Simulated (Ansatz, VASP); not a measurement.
# H46C21 (amorphous polyethylene with methane at 500 K): VASP beside Ansatz

Aim: how closely do two programs agree when they are given the same cell, functional and k mesh? The cell is taken from a series of runs on this material, whose earlier steps may have relaxed, scaled, displaced or heated it; both programs get it as it stands.

Program: Ansatz 0.2.0. Level of theory: plane waves, with VASP 6.6.1 beside it; single point at PBEsol. Results are calculated unless marked as measured.

## Step 1: The structure

The cell holds 134 atoms: 42 C and 92 H. Cell: a = 11.080 Å, b = 11.080 Å, c = 11.080 Å, α = 90.0°, β = 90.0°, γ = 90.0°. As first built, before any earlier steps moved the atoms (in the runner's words): 2 polyethylene chains of 9 units, 2 methane placed at random, at 0.729 g/cm^3; overlaps pushed apart, then 20 ps at 800 K with MMFF94 bonds, angles, torsions, charges and radii (Halgren, J. Comput. Chem. 17, 490 (1996)) in harmonic and 12-6 forms; charges of ions scaled by 0.8. Snapshot after 30 ps at 500 K and fixed volume.

## Step 2: VASP: single point, PBEsol

With cell and atoms fixed, the geometry can't cause a difference; cores, projectors, grids and the points listed under the comparison can.

Lines of VASP's logs that name or quote its potential files are left out, and so is its time.

Input file INCAR:

```
SYSTEM = H46C21
PREC = Accurate
ENCUT = 600
EDIFF = 1E-06
NELM = 120
ISMEAR = -1
SIGMA = 0.025
LREAL = Auto
ALGO = Normal
GGA = PS
NBANDS = 223
LORBIT = 11
LWAVE = .FALSE.
LCHARG = .FALSE.
ISIF = 2
LASPH = .TRUE.
GGA_COMPAT = .FALSE.
EFERMI = MIDGAP
```

Input file POSCAR:

```
H46C21
1.0
   11.0801800000      0.0000000000      0.0000000000
    0.0000000000     11.0801800000      0.0000000000
    0.0000000000      0.0000000000     11.0801800000
C H
42 92
Direct
    0.2648300000      0.3204500000      0.5482400000
    0.2120000000      0.4111400000      0.6279400000
    0.3164600000      0.4459000000      0.7133600000
    0.3050000000      0.5796900000      0.7461800000
    0.3590800000      0.6022900000      0.8735000000
    0.3365200000      0.7306100000      0.9110500000
    0.4197800000      0.7740300000      0.0087100000
    0.3639700000      0.8648400000      0.0934300000
    0.4405900000      0.8677500000      0.2053100000
    0.3827800000      0.9429700000      0.3048700000
    0.4700400000      0.9411600000      0.4155200000
    0.4703200000      0.0552300000      0.4909200000
    0.5510600000      0.0691300000      0.6000300000
    0.5460200000      0.9714300000      0.6905200000
    0.5804300000      0.0200700000      0.8118400000
    0.4848200000      0.0993100000      0.8803000000
    0.5375500000      0.1453900000      0.9948500000
    0.4625700000      0.2453200000      0.0608100000
    0.5207800000      0.2610500000      0.1850900000
    0.4433600000      0.3382800000      0.2602800000
    0.0346100000      0.6729200000      0.1404800000
    0.9533100000      0.6718800000      0.2510300000
    0.0121300000      0.7080500000      0.3707200000
    0.9126000000      0.7461200000      0.4546400000
    0.9624500000      0.7693000000      0.5844300000
    0.9558300000      0.8991500000      0.6046000000
    0.0038100000      0.9209900000      0.7298100000
    0.9962800000      0.0490100000      0.7578500000
    0.0408100000      0.0914500000      0.8807400000
    0.9550000000      0.0417600000      0.9848200000
[... 98 atom lines left out ...]
    0.5452000000      0.6113700000      0.5570800000
    0.5735900000      0.7003500000      0.4240800000
    0.7445100000      0.5740800000      0.0803600000
    0.5941400000      0.5383600000      0.1265900000
    0.7247900000      0.4468600000      0.1395400000
    0.7054700000      0.5712100000      0.2396500000
```

Input file KPOINTS:

```
Automatic mesh
0
Gamma
1 1 1
0 0 0
```

PAW data sets: C and H (PBE family, release 64).

The run is started by

```sh
$ export OMP_NUM_THREADS=3
$ mpirun -np 1 vasp_gam
```

Numbers of over 12 decimals in the logs are rounded to 6 here.

What it wrote:

```text
[banner, memory and clock lines left out]
running    1 mpi-ranks, on    1 nodes
[...]
Offloading initialized ...    1 GPUs detected
[...]
|                                                                             |
|               ----> ADVICE to this user running VASP <----                  |
|                                                                             |
|     You enforced a specific xc type in the INCAR file but a different       |
|     [... a line on the potential file left out ...]
|     I HOPE YOU KNOW WHAT YOU ARE DOING!                                     |
|                                                                             |

 LDA part: xc-table for (Slater+PW92), standard interpolation
 POSCAR, INCAR and KPOINTS ok, starting setup
[...]
entering main loop
       N       E                     dE             d eps       ncg     rms          rms(c)
DAV:   1     0.169677960290E+04    0.16968E+04   -0.13305E+05   454   0.116E+03
DAV:   2    -0.559181083245E+03   -0.22560E+04   -0.21349E+04   581   0.249E+02
DAV:   3    -0.798359973341E+03   -0.23918E+03   -0.23727E+03   580   0.813E+01
DAV:   4    -0.805144004582E+03   -0.67840E+01   -0.67673E+01   564   0.158E+01
[...]
DAV:  17    -0.722592377981E+03   -0.42422E-05   -0.37303E-05   596   0.200E-02    0.596E-03
DAV:  18    -0.722592378414E+03   -0.43292E-06   -0.16549E-05   564   0.962E-03    0.468E-03
DAV:  19    -0.722592378015E+03    0.39914E-06   -0.17856E-06   452   0.357E-03
   1 F= -.72259238E+03 E0= -.72259238E+03  d E =0.000000E+00
```

Parts of OUTCAR (step 2):

```text
  FREE ENERGIE OF THE ION-ELECTRON SYSTEM (eV)
  ---------------------------------------------------
  free  energy   TOTEN  =      -722.5923780146 eV

  energy  without entropy=     -722.5923780146  energy(sigma->0) =     -722.59237801
```

The run ends at a pressure of 4.24 GPa, with forces up to 6.5 eV/Å.

## Step 3: Ansatz: single point, PBEsol

Ansatz runs on its default PAW (the set named soft_2) files.

The same cell, functional, mesh and smearing now go to Ansatz, which takes its cutoff from its data sets.

Input file input.yaml:

```yaml
crystal:
  lattice:
    - [11.08018, 0.0, 0.0]
    - [0.0, 11.08018, 0.0]
    - [0.0, 0.0, 11.08018]
  atoms:
    - { symbol: C, position: [0.26483, 0.32045, 0.54824] }
    - { symbol: C, position: [0.212, 0.41114, 0.62794] }
    - { symbol: C, position: [0.31646, 0.4459, 0.71336] }
    - { symbol: C, position: [0.305, 0.57969, 0.74618] }
    - { symbol: C, position: [0.35908, 0.60229, 0.8735] }
    - { symbol: C, position: [0.33652, 0.73061, 0.91105] }
    - { symbol: C, position: [0.41978, 0.77403, 0.00871] }
    - { symbol: C, position: [0.36397, 0.86484, 0.09343] }
    - { symbol: C, position: [0.44059, 0.86775, 0.20531] }
    - { symbol: C, position: [0.38278, 0.94297, 0.30487] }
    - { symbol: C, position: [0.47004, 0.94116, 0.41552] }
    - { symbol: C, position: [0.47032, 0.05523, 0.49092] }
    - { symbol: C, position: [0.55106, 0.06913, 0.60003] }
    - { symbol: C, position: [0.54602, 0.97143, 0.69052] }
    - { symbol: C, position: [0.58043, 0.02007, 0.81184] }
    - { symbol: C, position: [0.48482, 0.09931, 0.8803] }
    - { symbol: C, position: [0.53755, 0.14539, 0.99485] }
    - { symbol: C, position: [0.46257, 0.24532, 0.06081] }
    - { symbol: C, position: [0.52078, 0.26105, 0.18509] }
    - { symbol: C, position: [0.44336, 0.33828, 0.26028] }
    - { symbol: H, position: [0.30074, 0.24473, 0.59472] }
    - { symbol: H, position: [0.3386, 0.36877, 0.49131] }
    - { symbol: H, position: [0.19254, 0.29011, 0.48532] }
    - { symbol: H, position: [0.13797, 0.36886, 0.68059] }
    - { symbol: H, position: [0.18632, 0.48187, 0.57197] }
    - { symbol: H, position: [0.31787, 0.39968, 0.79912] }
    - { symbol: H, position: [0.40509, 0.43632, 0.6808] }
    - { symbol: H, position: [0.21262, 0.61445, 0.74473] }
    - { symbol: H, position: [0.35303, 0.63077, 0.67085] }
    - { symbol: H, position: [0.44919, 0.59187, 0.87921] }
[... 98 atom lines left out ...]
    - { symbol: H, position: [0.57359, 0.70035, 0.42408] }
    - { symbol: C, position: [0.68912, 0.53838, 0.15179] }
    - { symbol: H, position: [0.74451, 0.57408, 0.08036] }
    - { symbol: H, position: [0.59414, 0.53836, 0.12659] }
    - { symbol: H, position: [0.72479, 0.44686, 0.13954] }
    - { symbol: H, position: [0.70547, 0.57121, 0.23965] }
kpoints:
  mp_grid: { grid: [1, 1, 1] }
hamiltonian:
  xc: pbesol
scf:
  occupations: { method: fermi_dirac, width: 0.025 }
output:
  forces: true
  stress: true
  populations: true
  dos:
    method: { smearing: { sigma: 0.08 } }
    de: 0.1
    projected: { site_lists: { C: [C], H: [H] } }
  eigenvalues: true
```

The run is started by

```sh
$ ansatz run input.yaml --threads 4 --pin off --max-ram 8192MiB --backend cpu --events-out ev --progress --plain --runs-dir out
```

What it wrote:

```text
Engine: ansatz 0.2.0, x86_64-unknown-linux-gnu
Pseudopotentials: kind: paw
Pseudopotential: C, paw, valence charge 4, recommended cutoff 420 eV (normal), C.paw.azcp
Pseudopotential: H, paw, valence charge 1, recommended cutoff 420 eV (normal), H.paw.azcp
Functional definition: PBEsol
  exchange = pbesol_x
  correlation = pbesol_c
Crystal: 134 atoms, lattice volume = 1360.318 Å³
Basis set: ecut = 420 eV, 26745 PW (Γ), exchange–correlation on 150×150×150 points (8 copies of the dense FFT grid, shifted against one another)
Bands: 264, of which v1, the nominal top of the filled ones, is band 130 counted from 1 (129 counted from 0)
Symmetry: 1 space group operations
Space group: P1 (ITA 1), of the structure as read, at distance tolerance 1.1e-4 Å
k-points: 1
Non-local potential: C, projectors of the file, l = 0: 2, l = 1: 2, l = 2: 1
Non-local potential: H, projectors of the file, l = 0: 2, l = 1: 1
PAW form: soft (Blöchl's): semilocal exchange-correlation on the pseudo side does not see the compensation charge
PAW frozen core: C, regenerated for the run's functional, and the local potential with it (the file was generated under x = pbe(κ = 0.804, μ = 0.219515), c = pbe(β = 0.066725))
PAW one-centre angular grid: C, 110 points (default); XC on 64 Gauss nodes
PAW one-centre angular grid: H, 110 points (default); XC on 64 Gauss nodes
Initial density: superposition of atomic densities (neutral atoms: chi_scale 0, normalization atom), corrected by the library's trained network
Initial wavefunctions: pseudopotential atomic-orbital guess
Functional: x = pbesol(κ = 0.804, μ = 0.123457), c = pbesol(β = 0.046)
SCF iter   1: F=—  HF=-11814.737872 eV  |F-HF|=—  |Δ(HF+E_count)|=         —  Δρ=3.67e-3  dr2=2.07e-1  ethr=1.77e-3  ⟨swp⟩=6.0  Hψ=1251  notcnv=0  defer=63
preconditioner: auto → Resta (q_TF=auto, 2.071 Å⁻¹)  ε∞=2.1  [insulator: Δε(μ)=5.440 eV  Ē_g=15.238 eV  σ=0.025 eV  W_gap=1.00  n_scr=202 (ndim 8)  ℏωp=16.2 eV  f_vac=0.265  D(μ)=0.00/eV (n_scr^D=0)  ε∞_Penn≈2.1]
SCF iter   2: F=—  HF=-11814.800516 eV  |F-HF|=—  |Δ(HF+E_count)|=   6.26e-2  Δρ=1.75e-3  dr2=5.20e-2  ethr=7.95e-5  ⟨swp⟩=3.0  Hψ=440  notcnv=0  defer=128
SCF iter   3: F=—  HF=-11814.856338 eV  |F-HF|=—  |Δ(HF+E_count)|=   5.58e-2  Δρ=4.76e-4  dr2=6.13e-3  ethr=2.00e-5  ⟨swp⟩=3.0  Hψ=234  notcnv=0  defer=128
SCF iter   4: F=—  HF=-11814.863769 eV  |F-HF|=—  |Δ(HF+E_count)|=   7.43e-3  Δρ=1.41e-4  dr2=5.14e-4  ethr=2.36e-6  ⟨swp⟩=2.0  Hψ=250  notcnv=0  defer=128
SCF iter   5: F=—  HF=-11814.864467 eV  |F-HF|=—  |Δ(HF+E_count)|=   6.98e-4  Δρ=4.96e-5  dr2=4.11e-5  ethr=1.98e-7  ⟨swp⟩=2.0  Hψ=270  notcnv=0  defer=128
SCF iter   6: F=—  HF=-11814.863435 eV  |F-HF|=—  |Δ(HF+E_count)|=   1.03e-3  Δρ=1.62e-5  dr2=4.15e-6  ethr=1.58e-8  ⟨swp⟩=2.0  Hψ=396  notcnv=0  defer=128
SCF iter   7: F=—  HF=-11814.863436 eV  |F-HF|=—  |Δ(HF+E_count)|=   1.27e-6  Δρ=4.94e-6  dr2=4.21e-7  ethr=1.60e-9  ⟨swp⟩=2.0  Hψ=265  notcnv=0  defer=128
SCF iter   8: F=-11814.863436 eV  HF=-11814.863436 eV  |F-HF|=2.16e-9  |Δ(HF+E_count)|=   1.80e-7  Δρ=1.30e-6  dr2=3.66e-8  ethr=3.85e-11  ⟨swp⟩=16.0  Hψ=1837  notcnv=0
SCF 1 converged in 8 iterations: F = -11814.863436 eV  dr2 = 3.66e-8
  greatest PAW one-centre occupation: 0.676 electrons in one spin orbital (limit 2), on the C atom at site 62 (counted from 0), in its partial waves of l = 0
SCF converged after 8 iterations
Free energy (F): -11814.863436 eV
Harris-Foulkes:  -11814.863436 eV  (|F-HF|=2.16e-9)
Internal energy: -11814.863436 eV  (E = F + TS)
E sigma→0 (E₀):  -11814.863436 eV
Fermi energy:    0.410886 eV
--- Per-component energies (eV) ---
  E_band       = -1960.399811
  E_kinetic    = 5165.682826
  E_local      = -16709.598657  (includes V_loc(G=0)·N_el)
  E_nonlocal   = 1302.336608
  E_hartree    = 6107.800982
  E_xc         = -2837.108103
  E_vxc        = -3572.940985  (∫ρ·V_xc dr)
  E_paw        = -4064.939456  (= ΣΔE_a)
  E_vpaw       = -361.367047  (= ΣTr[D̂ρ^β])
  E_aug_tail   = -0.126539  (compensation charges beyond the density's cutoff)
  E_ewald      = -779.797319
  E_core_change = 0.886221  (= ΣΔE_core)
  E_smearing   = -0.000000  (= −TS)
  E_closure    = 0.000000  (closes the sum)
  Σ components = -11814.863436   (vs F -11814.863436, Δ=0.00e0)
--- Forces (eV/Å), atoms counted from 1 ---
  atom   1  C      0.02504149     0.45720193    -3.26374325
  atom   2  C      1.94413688    -1.95884268     2.58762605
  atom   3  C     -2.58117851     2.19449618     0.71905074
  atom   4  C      1.52681794     0.00446034     0.28454174
  atom   5  C     -3.97354571     0.04867850    -0.66903106
  atom   6  C     -1.14026072    -0.46001790     1.57473193
  atom   7  C     -0.23462558     2.23875595    -1.43848280
  atom   8  C      0.40407037    -2.06709680     0.36068910
  atom   9  C     -0.35624142     1.44391900    -0.42255060
  atom  10  C      0.93703161     0.52669233     1.30925673
[...]
atom  81  C      0.41063830     0.60920449     1.67392020
  atom  82  C     -0.11927137     0.21131416     0.18680994
  atom  83  H      1.88832745    -2.09096496    -0.43661281
  atom  84  H     -0.72522653    -1.09460282    -1.62906791
  atom  85  H      1.43658542     3.62076448    -0.39610676
  atom  86  H     -0.00407664    -0.65489893     0.52988212
  atom  87  H     -1.27569643    -1.80776994     0.70240451
  atom  88  H      1.71790791     1.40397434    -0.28771686
  atom  89  H      0.82134985    -0.45256794     0.58863028
  atom  90  H     -1.82836222    -1.68404742     0.01124152
  atom  91  H     -0.43545431     0.66489728     0.08756861
  atom  92  H      0.45498563    -0.50799590     0.09839106
  atom  93  H      0.09191450    -0.97456147     0.28105970
  atom  94  H     -1.17668838    -0.17294208     1.15383690
[...]
atom 127  H      0.50397266    -0.06227235     0.22659825
  atom 128  H      0.14215297     0.33412988     1.15897007
  atom 129  H      0.38655661     0.42958414    -0.02762556
  atom 130  C      0.08399789    -1.49843762    -1.50825628
  atom 131  H      0.17997867     1.41719980    -0.31933775
  atom 132  H     -0.22684267     0.10281314    -0.02393122
  atom 133  H     -0.37950504    -0.59279541     0.72114771
  atom 134  H      0.32461924     0.64892352     1.14977284
  max |Σ_I F_I| component: 6.73e-5 eV/Å
--- Stress (GPa, compression-positive) ---
        2.196508       0.585901      -0.411061
        0.585901       5.914672       0.336295
       -0.411061       0.336295       4.505411
  P = ⅓ Tr σ = 4.2055 GPa (42.055 kbar)
--- Band table (eV) ---
  k-point 0: bands = [... 126 lower, -2.6938, -2.6536, -2.5012, -2.3343, 3.1561, 3.3454, 3.4090, 3.6916, ... 130 higher]
--- Löwdin populations: 134 sites ---
  site symbol       q [e]
     0      C      4.4346
     1      C      4.2750
     2      C      4.2985
     3      C      4.2665
     4      C      4.2986
     5      C      4.2774
     6      C      4.2723
     7      C      4.2849
     8      C      4.2706
     9      C      4.2676
    10      C      4.2711
    11      C      4.2650
    12      C      4.2805
    13      C      4.2658
    14      C      4.2822
    15      C      4.2932
    16      C      4.2701
    17      C      4.3004
    18      C      4.2722
    19      C      4.4866
    20      H      0.8145
    21      H      0.8457
    22      H      0.8340
    23      H      0.8271
[...]
126      H      0.8069
   127      H      0.7977
   128      H      0.7972
   129      C      4.6929
   130      H      0.7898
   131      H      0.8089
   132      H      0.8060
   133      H      0.7900
  spilling = 0.011445 (of n_electrons = 260.000000)
```

## Step 4: Comparison

Known differences besides the potentials themselves: the cutoff is 420 eV in Ansatz and 600 eV in VASP (PREC = Accurate, projectors in real space); Ansatz makes its cores anew for this functional, VASP keeps those of its PBE data sets. Total energies have different zeros and are not compared.

Compared:

```csv
quantity,Ansatz,VASP,difference
pressure (GPa),4.21,4.24,-0.04
gap on the k mesh (eV),5.490,5.489,+0.002
```

Forces on 9 of the 134 atoms, those with the largest forces and the largest differences (eV/Å; atoms numbered as in POSCAR):

```csv
atom,"Ansatz x, y, z","VASP x, y, z"
C2,"1.944, -1.959, 2.588","1.926, -1.931, 2.603"
C17,"0.723, 4.124, -1.587","0.729, 4.122, -1.568"
C25,"-1.329, -0.323, -2.051","-1.329, -0.360, -2.057"
C27,"2.625, 1.569, -2.710","2.630, 1.539, -2.691"
C37,"-0.251, 4.109, -1.273","-0.275, 4.119, -1.257"
C38,"-1.183, -6.235, 1.481","-1.165, -6.245, 1.457"
H52,"4.057, -0.732, -0.373","4.081, -0.737, -0.370"
H99,"-2.490, -2.953, 3.210","-2.501, -2.962, 3.221"
H120,"2.021, 3.314, -2.437","2.027, 3.329, -2.450"
```

The forces differ by 16 meV/Å r.m.s., which is 1.2 % of the r.m.s. force of 1.257 eV/Å (both taken over all components). A gap on the mesh is an upper bound, since the band edges may lie between its points.

## Step 5: What came out

```yaml
r_m_s_force_difference_single_point_pbesol: 1.2 % of the r.m.s. force
```

**Reading.** The r.m.s. force difference is 1.2 % of the r.m.s. force (single point, PBEsol), within the 3 % picked in this series as the mark of a large difference. How closely two codes agree says nothing of how well the functional describes the real material.

[Lines on the potential files, build, host, timing and source positions are cut from VASP's logs without a mark.]

[Logs are printed without paths, hosts, clocks, repeated set-up lines and the standing remarks that a program may print on its own settings, such as how far it seeks lower states.]

[Hosts, paths, dates, database ids (printed as entryN), source tags and the programs' standing remarks are cut or masked in the printed files.]

[The MMFF94 radii named for the starting cell were scaled by 0.96; in molecules described by MMFF94, hydrogen bound to N, O or S took a small fixed 12-6 site in their place.]
